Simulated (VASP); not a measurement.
A cell of Pd (fcc) near equilibrium:

```
Pd
1.0
    0.00000     1.96907     1.96907
    1.96907     0.00000     1.96907
    1.96907     1.96907     0.00000
Pd
1
Direct
  0.00000   0.00000   0.00000
```

All values below come from PBE GGA, VASP's PBE PAW potentials (set 64) (plane waves; VASP).

```csv
run,ΔE (meV/atom),σxx,σyy,σzz,"largest shear component, with its sign (GPa)",largest force (eV/Å)
as it is,0.0,0.54,0.54,0.54,0.00,0.000
after one change,1.0,-1.91,-1.91,-1.91,0.00,0.000
```
Stress is in GPa, positive when the cell is compressed.

Q: Name the change that produced these shifts.
A. isotropic strain of +0.5 %
B. biaxial strain of -0.5 % in the xy plane
C. uniaxial strain of +3.0 % along y
D. uniaxial strain of -3.0 % along x

A: A, isotropic strain of +0.5 %

The compound is Pd in the fcc structure.
